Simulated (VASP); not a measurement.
Output of a VASP run:

### OSZICAR
```
...
DAV:  12    -0.300848259810E+02   -0.12780E-04   -0.15065E-04   464   0.516E-02    0.184E-02
DAV:  13    -0.300851005414E+02   -0.27456E-03   -0.18737E-04   360   0.543E-02    0.176E-02
DAV:  14    -0.300852455724E+02   -0.14503E-03   -0.17206E-05   344   0.234E-02    0.902E-03
DAV:  15    -0.300853942800E+02   -0.14871E-03   -0.11766E-05   320   0.198E-02    0.291E-03
DAV:  16    -0.300854149685E+02   -0.20689E-04   -0.28101E-06   312   0.772E-03    0.318E-03
DAV:  17    -0.300854334003E+02   -0.18432E-04   -0.14651E-06   272   0.601E-03    0.152E-03
DAV:  18    -0.300854414703E+02   -0.80700E-05   -0.12249E-06   304   0.402E-03
   1 F= -.30085441E+02 E0= -.30087333E+02  d E =-.300854E+02
       N       E                     dE             d eps       ncg     rms          rms(c)
DAV:   1    -0.301409052617E+02   -0.55472E-01   -0.11002E+00   336   0.597E+00    0.406E-01
DAV:   2    -0.301456623787E+02   -0.47571E-02   -0.62039E-02   480   0.148E+00    0.167E-01
DAV:   3    -0.301455119036E+02    0.15048E-03   -0.30244E-03   488   0.321E-01    0.946E-02
DAV:   4    -0.301454603265E+02    0.51577E-04   -0.41195E-04   464   0.127E-01    0.275E-02
DAV:   5    -0.301454744122E+02   -0.14086E-04   -0.80896E-05   416   0.524E-02    0.115E-02
DAV:   6    -0.301454761796E+02   -0.17674E-05   -0.37229E-06   256   0.138E-02
   2 F= -.30145476E+02 E0= -.30146812E+02  d E =-.600347E-01
       N       E                     dE             d eps       ncg     rms          rms(c)
DAV:   1    -0.301498101285E+02   -0.43357E-02   -0.13344E-01   328   0.207E+00    0.137E-01
DAV:   2    -0.301503619874E+02   -0.55186E-03   -0.75043E-03   464   0.514E-01    0.548E-02
DAV:   3    -0.301503603561E+02    0.16313E-05   -0.36082E-04   504   0.110E-01    0.336E-02
DAV:   4    -0.301503607231E+02   -0.36693E-06   -0.38528E-05   424   0.409E-02
   3 F= -.30150361E+02 E0= -.30151397E+02  d E =-.649193E-01
       N       E                     dE             d eps       ncg     rms          rms(c)
DAV:   1    -0.301504246321E+02   -0.64276E-04   -0.22093E-03   360   0.267E-01    0.181E-02
DAV:   2    -0.301504356583E+02   -0.11026E-04   -0.11600E-04   464   0.626E-02    0.805E-03
DAV:   3    -0.301504393855E+02   -0.37271E-05   -0.43007E-06   248   0.142E-02    0.439E-03
DAV:   4    -0.301504452254E+02   -0.58400E-05   -0.15998E-06   216   0.964E-03
   4 F= -.30150445E+02 E0= -.30151442E+02  d E =-.650038E-01
       N       E                     dE             d eps       ncg     rms          rms(c)
DAV:   1    -0.301540212268E+02   -0.35818E-02   -0.47089E-02   352   0.133E+00    0.100E-01
DAV:   2    -0.301541049297E+02   -0.83703E-04   -0.31904E-03   512   0.349E-01    0.441E-02
DAV:   3    -0.301541139014E+02   -0.89717E-05   -0.22757E-04   496   0.880E-02    0.215E-02
DAV:   4    -0.301541119105E+02    0.19908E-05   -0.96656E-06   304   0.197E-02
   5 F= -.30154112E+02 E0= -.30155240E+02  d E =-.366669E-02
       N       E                     dE             d eps       ncg     rms          rms(c)
DAV:   1    -0.301547949500E+02   -0.68105E-03   -0.24214E-02   352   0.953E-01    0.737E-02
DAV:   2    -0.301548393455E+02   -0.44396E-04   -0.16784E-03   520   0.252E-01    0.320E-02
DAV:   3    -0.301548445818E+02   -0.52363E-05   -0.11866E-04   464   0.631E-02    0.153E-02
DAV:   4    -0.301548437894E+02    0.79242E-06   -0.44489E-06   264   0.144E-02
   6 F= -.30154844E+02 E0= -.30156059E+02  d E =-.439856E-02
```

File OUTCAR:
```
------------------------ aborting loop because EDIFF is reached ----------------------------------------
  FORCE on cell =-STRESS in cart. coord.  units (eV):
  Direction    XX          YY          ZZ          XY          YZ          ZX
  --------------------------------------------------------------------------------------
  Total       -0.2154372     -0.2154372     -0.2660407     -0.0000000      0.0000000      0.0000000
  in kB       -1.0846412     -1.0846414     -1.3394099     -0.0000002      0.0000000      0.0000000
  external PRESSURE =      -1.1695642 kB  Pullay stress =       0.0000000 kB
  volume of cell :      318.23
      direct lattice vectors                 reciprocal lattice vectors
     3.866841209  0.000000000  0.000000000     0.258609016  0.149307935  0.000000000
    -1.933420101  3.348782961  0.000000000     0.000000000  0.298615948  0.000000000
     0.000000000  0.000000000 24.575468062     0.000000000  0.000000000  0.040690985
 POSITION                                       TOTAL-FORCE (eV/Angst)
 -----------------------------------------------------------------------------------
      1.93342      1.11626      9.46751         0.000000     -0.000000      0.017299
     -1.93342      3.34878      8.78054        -0.000000     -0.000000      0.019647
     -0.00000      2.23252     12.67072         0.000000      0.000000     -0.010913
      1.93342      1.11626     11.90475        -0.000000      0.000000      0.010913
      0.00000      0.00000     15.79493        -0.000000      0.000000     -0.019647
     -0.00000      2.23252     15.10796         0.000000      0.000000     -0.017299
 -----------------------------------------------------------------------------------
    total drift:                                0.000000      0.000000      0.000000
  FREE ENERGIE OF THE ION-ELECTRON SYSTEM (eV)
  ---------------------------------------------------
  free  energy   TOTEN  =       -30.1548437894 eV

  energy  without entropy=      -30.1584903118  energy(sigma->0) =      -30.15605930

 reached required accuracy - stopping structural energy minimisation
```
(Selected blocks of OUTCAR.)

File POSCAR:
```
Si(111) slab
1
    3.8668412087     0.0000000000     0.0000000000
   -1.9334201009     3.3487829607     0.0000000000
   -0.0000000000    -0.0000000000    24.5754680622
Si
6
Direct
  0.6666670000   0.3333330000   0.3875870000
  0.0000000000   0.0000000000   0.3554690000
  0.3333330000   0.6666670000   0.5160590000
  0.6666670000   0.3333330000   0.4839410000
  0.0000000000   0.0000000000   0.6445310000
  0.3333330000   0.6666670000   0.6124130000
```

### Question
Write an INCAR and KPOINTS that could have produced this output.

### Answer
One answer among several that fit: the input of the run itself, PBE GGA, plane waves, VASP's PBE PAW potentials (set 64).

File KPOINTS:
```
Automatic mesh
0
Gamma
8 8 1
0 0 0
```

**INCAR**
```
SYSTEM = Si(111) slab
PREC = Normal
ENCUT = 400
EDIFF = 1E-5
NELM = 100
ALGO = Normal
LREAL = .FALSE.
LASPH = .TRUE.
ISMEAR = 1
SIGMA = 0.1
GGA = PE
LWAVE = .TRUE.
LCHARG = .FALSE.
NELMIN = 4
LDIPOL = .TRUE.
IDIPOL = 3
DIPOL = 0.5 0.5 0.5
IBRION = 2
ISIF = 2
NSW = 50
EDIFFG = -0.03
```

POTCAR, in this order: Si (PBE.64 set). Program: vasp_std.

The cell is a thin slab with vacuum, built from Si (diamond): (111) face.
